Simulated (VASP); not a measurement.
OSZICAR of a VASP run on PdIn (CsCl type):

OSZICAR:
```
       N       E                     dE             d eps       ncg     rms          rms(c)
DAV:   1     0.159148002308E+03    0.15915E+03   -0.11565E+04  1709   0.201E+03
DAV:   2    -0.139156093006E+01   -0.16054E+03   -0.15689E+03  1750   0.403E+02
DAV:   3    -0.879898532808E+01   -0.74074E+01   -0.73813E+01  2170   0.934E+01
DAV:   4    -0.892131844904E+01   -0.12233E+00   -0.12231E+00  1999   0.113E+01
DAV:   5    -0.892669147196E+01   -0.53730E-02   -0.53730E-02  2506   0.217E+00    0.685E+00
DAV:   6    -0.875310714051E+01    0.17358E+00   -0.42807E-01  1974   0.101E+01    0.325E+00
DAV:   7    -0.871690549360E+01    0.36202E-01   -0.74109E-02  2222   0.544E+00    0.142E+00
DAV:   8    -0.871010539093E+01    0.68001E-02   -0.19708E-02  1960   0.145E+00    0.391E-01
DAV:   9    -0.870937527615E+01    0.73011E-03   -0.19398E-03  2156   0.795E-01    0.538E-02
DAV:  10    -0.870938011686E+01   -0.48407E-05   -0.49894E-05  2237   0.118E-01    0.231E-02
DAV:  11    -0.870938132049E+01   -0.12036E-05   -0.46993E-06  2016   0.242E-02    0.315E-03
DAV:  12    -0.870938170303E+01   -0.38254E-06   -0.32358E-07  1092   0.627E-03
   1 F= -.98028008E+01 E0= -.98022956E+01  d E =-.980280E+01
       N       E                     dE             d eps       ncg     rms          rms(c)
DAV:   1    -0.887773826116E+01   -0.16836E+00   -0.30603E+00  1778   0.317E+01    0.254E+00
DAV:   2    -0.875169076817E+01    0.12605E+00   -0.56536E-01  1680   0.100E+01    0.889E-01
DAV:   3    -0.873733255857E+01    0.14358E-01   -0.47466E-02  2195   0.394E+00    0.375E-01
DAV:   4    -0.873458852699E+01    0.27440E-02   -0.78862E-03  2466   0.158E+00    0.318E-01
DAV:   5    -0.873448408790E+01    0.10444E-03   -0.19069E-04  1785   0.150E-01    0.235E-01
DAV:   6    -0.873432119800E+01    0.16289E-03   -0.21319E-04  1983   0.120E-01    0.336E-02
DAV:   7    -0.873431835559E+01    0.28424E-05   -0.89626E-06  2205   0.272E-02    0.726E-03
DAV:   8    -0.873431848235E+01   -0.12675E-06   -0.29923E-07  1106   0.785E-03
   2 F= -.98026636E+01 E0= -.98022270E+01  d E =0.137208E-03
       N       E                     dE             d eps       ncg     rms          rms(c)
DAV:   1    -0.876201381477E+01   -0.27695E-01   -0.80465E-01  1792   0.157E+01    0.138E+00
DAV:   2    -0.872804167982E+01    0.33972E-01   -0.16114E-01  1680   0.531E+00    0.451E-01
DAV:   3    -0.872390842214E+01    0.41333E-02   -0.13848E-02  2203   0.215E+00    0.179E-01
DAV:   4    -0.872326751050E+01    0.64091E-03   -0.19215E-03  2465   0.819E-01    0.180E-01
DAV:   5    -0.872325193078E+01    0.15580E-04   -0.43490E-05  1842   0.736E-02    0.138E-01
DAV:   6    -0.872323615996E+01    0.15771E-04   -0.72775E-05  1990   0.692E-02    0.719E-03
DAV:   7    -0.872323699531E+01   -0.83535E-06   -0.14376E-06  1576   0.133E-02
   3 F= -.98044420E+01 E0= -.98039694E+01  d E =-.164124E-02
```

Problem. Which electronic solver shows in the log?

Solution. It is blocked Davidson (ALGO = Normal, or the opening steps of other solvers). The INCAR had ALGO = Normal.

Problem. Can the final energy be trusted as converged?

Solution. The calculation finished and met its thresholds. It stopped with EDIFF = 1E-6, NELM = 100, NSW = 60 and EDIFFG = -0.01 after 3 ionic steps (PBE GGA with D3 dispersion (Becke-Johnson damping), plane waves, VASP's PBE PAW potentials (set 64)).

The compound is PdIn in the CsCl type structure. This run relaxes it. Symmetry was kept, so distortions that lower it aren't found. The electron count is odd and the run is not spin-polarised, which forces a metal.
